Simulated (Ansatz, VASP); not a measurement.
**One calculation of BiN, two programs**

```
CELL_PARAMETERS angstrom
3.15420 0.00000 0.00000
0.00000 3.15420 0.00000
0.00000 0.00000 3.15420
ATOMIC_POSITIONS crystal
Bi 0.00000 0.00000 0.00000
N 0.50000 0.50000 0.50000
```

The cell comes from a database or a generator and needn't be the stable form of this composition.

Alike in both runs: task single point; functional PBEsol; k mesh 6 × 6 × 6; occupations gaussian, width 0.05 eV; no spin polarisation.

```csv
,VASP,Ansatz
version,VASP 6.6.1,Ansatz 0.2.0
potentials or method,"VASP PAW PBE potentials, release 64 (Bi_d, N)","scalar-relativistic, plane waves, PAW"
plane-wave cutoff (eV),520,420
valence electrons in the cell,20,20
```

```csv
,VASP,Ansatz,Ansatz less VASP
gap on the k mesh at the Fermi level (eV),none,none,-
pressure (GPa),-1.9,-1.9,0.00
```

A gap of «none» marks a metal or a gap that the smearing closes.

Caveats: the PAW data sets were made with another functional, which shifts forces and pressure a little (VASP); spin-orbit coupling is left out, which moves the levels of the heavy elements.
